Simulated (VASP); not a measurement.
Hf, 1 atom in the cell. Symmetry: Fm-3m, No. 225, cubic system. The conventional cell has a = 4.471 Å, b = 4.471 Å, c = 4.471 Å, α = 90.00°, β = 90.00°, γ = 90.00°. Hf (site symmetry m-3m) is surrounded by 12 Hf at 3.16 Å. This isn't the form of Hf at room conditions, which is hcp.

```yaml
Program: VASP 6.6.1
Task: single point
Functional: PBEsol
Potentials_or_basis: VASP PAW PBE potentials, release 64 (Hf_pv)
Cutoff: 520 eV
k_mesh: 16 × 16 × 16
Occupations: gaussian, width 0.1 eV
Spin: no spin polarisation
Further_INCAR_settings: ALGO = Normal; EDIFF = 1e-06
```

Potentials or basis: VASP PAW PBE potentials, release 64 (Hf_pv).

Command:

```sh
$ cat potpaw_PBE.64/Hf_pv/POTCAR > POTCAR
$ mpirun -np 1 vasp_std > vasp.out
```

Hardware: 1 thread of Intel(R) Xeon(R) 6975P-C (Granite Rapids), with other jobs on the host.

Problem. How long does it take, and how much memory?

Solution. Wall time 11 s on 1 thread of Intel(R) Xeon(R) 6975P-C (Granite Rapids) (shared host), peak memory 0.16 GiB. Counts: scf iterations 11, k points 145.
